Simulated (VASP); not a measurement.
An input for Quantum ESPRESSO's pw.x (written as the equivalent of a VASP run, and not itself run):

```
&CONTROL
  calculation = 'vc-relax'
  pseudo_dir = './pseudo'
  outdir = './out'
  tprnfor = .true.
  tstress = .true.
  nstep = 30
  forc_conv_thr = 0.00039
/
&SYSTEM
  ibrav = 0
  nat = 2
  ntyp = 2
  ecutwfc = 90
  occupations = 'smearing'
  smearing = 'methfessel-paxton'
  degauss = 0.00735
  input_dft = 'rpbe'
  nspin = 2
  starting_magnetization(1) = 0.3
  starting_magnetization(2) = 0.03
/
&ELECTRONS
  conv_thr = 7.3e-09
  electron_maxstep = 100
/
&IONS
/
&CELL
  cell_dofree = 'shape'
/
ATOMIC_SPECIES
  Fe 55.845 Fe.upf
  Pt 195.084 Pt.upf
CELL_PARAMETERS angstrom
     2.6982858    0.0000000    0.0000000
     0.0000000    2.6982858    0.0000000
     0.0000000    0.0000000    3.7035795
ATOMIC_POSITIONS crystal
  Fe   0.0000000  0.0000000  0.0000000
  Pt   0.5000000  0.5000000  0.5000000
K_POINTS automatic
  13 13 10 0 0 0
```

Q: Write the VASP files for the same calculation (RPBE).

A: Several could match; the one computed here: 
**INCAR**
```
NELM = 100   ! most electronic steps
GGA = RP   ! RPBE
SYSTEM = FePt
LCHARG = .FALSE.
NSW = 30   ! most ionic steps
ISMEAR = 1   ! Methfessel-Paxton
EDIFFG = -0.01   ! ionic stop
SIGMA = 0.1   ! width (eV)
LMAXMIX = 6   ! l cut-off of mixed one-centre charges
EDIFF = 1E-7   ! SCF stop (eV)
MAGMOM = 3.0 0.3
IBRION = 2
LREAL = .FALSE.   ! projection in real space or not
LORBIT = 10
LWAVE = .FALSE.
ISPIN = 2   ! spin-polarised
PREC = Accurate
ISIF = 4   ! ions and shape, fixed volume
ENCUT = 520   ! plane-wave cut-off (eV)
LASPH = .TRUE.
ALGO = Normal   ! blocked Davidson
```

### KPOINTS
```
Automatic mesh
0
Gamma
13 13 10
0 0 0
```

File POSCAR:
```
FePt
1
    2.6982857578     0.0000000000     0.0000000000
    0.0000000000     2.6982857578     0.0000000000
    0.0000000000     0.0000000000     3.7035795355
Fe Pt
1 1
Direct
  0.0000000000   0.0000000000   0.0000000000
  0.5000000000   0.5000000000   0.5000000000
```

POTCAR, in this order: Fe Pt (PBE.64 set). Program: vasp_std.

The two are equivalent in intent, not identical: the potentials are each code's own (VASP's PAW set, PseudoDojo norm-conserving files in pw.x), so ENCUT and ecutwfc are chosen apart and not converted; conv_thr bounds pw.x's estimated SCF error, while EDIFF bounds the energy change between steps; starting_magnetization is a fraction of the valence charge and MAGMOM a moment in μB, so they match only roughly; forc_conv_thr acts on force components and is met together with etot_conv_thr.

The compound is FePt in the L1_0 structure. This cell is one point of a volume scan, at 0.94 of the reference volume. Symmetry was kept, so distortions that lower it aren't found.
